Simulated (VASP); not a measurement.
OSZICAR of a VASP run on MnS (rock salt, AFM-II order):

File OSZICAR:
```
       N       E                     dE             d eps       ncg     rms          rms(c)
DAV:   1     0.390020420105E+03    0.39002E+03   -0.21691E+04  4312   0.180E+03
DAV:   2     0.169601568999E+02   -0.37306E+03   -0.36795E+03  4097   0.481E+02
DAV:   3    -0.179708710422E+02   -0.34931E+02   -0.34360E+02  5935   0.133E+02
DAV:   4    -0.191084445089E+02   -0.11376E+01   -0.11166E+01  4658   0.224E+01
DAV:   5    -0.191343012960E+02   -0.25857E-01   -0.25853E-01  5145   0.394E+00    0.150E+01
DAV:   6    -0.168098852429E+02    0.23244E+01   -0.25372E+01  5394   0.441E+01    0.139E+01
DAV:   7    -0.167448426702E+02    0.65043E-01   -0.26708E+00  4975   0.196E+01    0.805E+00
DAV:   8    -0.167691132942E+02   -0.24271E-01   -0.20213E-01  4932   0.387E+00    0.415E+00
DAV:   9    -0.167714801075E+02   -0.23668E-02   -0.60282E-02  5452   0.216E+00    0.492E-01
DAV:  10    -0.167724375001E+02   -0.95739E-03   -0.73989E-03  4923   0.841E-01    0.191E-01
DAV:  11    -0.167728117513E+02   -0.37425E-03   -0.19796E-03  4553   0.252E-01    0.112E-01
DAV:  12    -0.167729121185E+02   -0.10037E-03   -0.12056E-04  4755   0.124E-01    0.762E-02
DAV:  13    -0.167729573451E+02   -0.45227E-04   -0.42347E-05  5000   0.506E-02    0.438E-02
DAV:  14    -0.167730153101E+02   -0.57965E-04   -0.54702E-05  4181   0.705E-02    0.133E-02
DAV:  15    -0.167730088271E+02    0.64830E-05   -0.37367E-06  4910   0.156E-02    0.486E-03
DAV:  16    -0.167730100211E+02   -0.11940E-05   -0.83254E-07  4934   0.575E-03    0.292E-03
DAV:  17    -0.167730110086E+02   -0.98755E-06   -0.22257E-07  3733   0.490E-03    0.133E-03
DAV:  18    -0.167730109055E+02    0.10312E-06   -0.19694E-08  2430   0.150E-03    0.290E-04
DAV:  19    -0.167730110404E+02   -0.13494E-06   -0.38501E-09  2297   0.451E-04    0.133E-04
DAV:  20    -0.167730110431E+02   -0.26639E-08   -0.10855E-09  2297   0.238E-04
   1 F= -.16773011E+02 E0= -.16773011E+02  d E =-.167730E+02  mag=    -0.0000
```

Task: Which electronic solver shows in the log?

Result: It is blocked Davidson (ALGO = Normal, or the opening steps of other solvers). The INCAR had ALGO = Normal.

Task: How was spin treated?

Result: Collinear spin (ISPIN = 2): the summary line carries one mag value, 0.00 μB in the cell.

Task: Can the final energy be trusted as converged?

Result: Self-consistency was reached. It stopped with EDIFF = 1E-7, NELM = 100, NSW = 30 and EDIFFG = -0.01 after 1 ionic step (vdW-DF2, plane waves, VASP's PBE PAW potentials (set 64)).

The compound is MnS in the rock salt, AFM-II order structure. This cell is one point of a volume scan, at 0.94 of the reference volume.
